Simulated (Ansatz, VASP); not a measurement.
# AlIn2: VASP beside Ansatz

The input INCAR:

```
SYSTEM = AlIn2
  PREC = Accurate
  ENCUT = 520
  EDIFF = 1E-6
  ISMEAR = 0
  SIGMA = 0.1
  LREAL = .FALSE.
  LASPH = .TRUE.
  NELM = 60
  ALGO = Normal
  ISIF = 2
  LWAVE = .FALSE.
  LCHARG = .TRUE.
  GGA = PE
  LELF = .TRUE.
  LVHAR = .TRUE.
  NBANDS = 38
```

Contents of KPOINTS:

```
Automatic mesh
0
G
  4 4 4
  0 0 0
```

File POSCAR:

```
AlIn2
1.0
    0.0000000000      5.0047320659      5.0931048917
    2.8518769105      0.0000000000      5.0931048917
    2.8518769105      5.0047320659      0.0000000000
Al In
2 4
Direct
    0.2500000000      0.2500000000      0.2500000000
    0.7500000000      0.7500000000      0.7500000000
    0.6560976494      0.3439023506      0.6560976494
    0.8456151197      0.8456151197      0.1543848803
    0.1543848803      0.1543848803      0.8456151197
    0.3439023506      0.6560976494      0.3439023506
```

Input for Ansatz:

```yaml
crystal:
  lattice:
    - [0.0, 5.0047320659, 5.0931048917]
    - [2.8518769105, 0.0, 5.0931048917]
    - [2.8518769105, 5.0047320659, 0.0]
  atoms:
    - { symbol: Al, position: [0.25, 0.25, 0.25] }
    - { symbol: Al, position: [0.75, 0.75, 0.75] }
    - { symbol: In, position: [0.6560976494, 0.3439023506, 0.6560976494] }
    - { symbol: In, position: [0.8456151197, 0.8456151197, 0.1543848803] }
    - { symbol: In, position: [0.1543848803, 0.1543848803, 0.8456151197] }
    - { symbol: In, position: [0.3439023506, 0.6560976494, 0.3439023506] }
basis:
  ecutwfc: 420
kpoints:
  mp_grid: { grid: [4, 4, 4] }
hamiltonian:
  xc: pbe
scf:
  occupations: { method: gaussian, width: 0.1 }
  lower_state_search: "off"
output:
  forces: true
  stress: true
  eigenvalues: true
```

Change from the starting cell: the structure that the rattled cell fell into.

Alike in both runs: task single point; functional PBE; k mesh 4 × 4 × 4; occupations gaussian, width 0.1 eV; no spin polarisation.

|  | VASP | Ansatz |
| --- | --- | --- |
| version | VASP 6.6.1 | Ansatz 0.2.0 |
| potentials or method | VASP PAW PBE potentials, release 64 (Al, In_d) | scalar-relativistic, plane waves, PAW |
| plane-wave cutoff (eV) | 520 | 420 |
| valence electrons in the cell | 58 | 58 |

|  | VASP | Ansatz | Ansatz less VASP |
| --- | --- | --- | --- |
| gap on the k mesh at the Fermi level (eV) | none | none | - |
| pressure (GPa) | -0.2 | -0.2 | +0.03 |
| largest component of the traceless stress (GPa) | 1.14 | 1.14 | 0.000 |
| rms of the force components (eV/Å) | 0.064 | 0.063 | -0.0005 |

Atom by atom the forces differ by 0.001 eV/Å (rms over components). A gap of «none» marks a metal or a gap that the smearing closes. With one functional, cell and mesh, what is left measures potentials, basis and numerics.
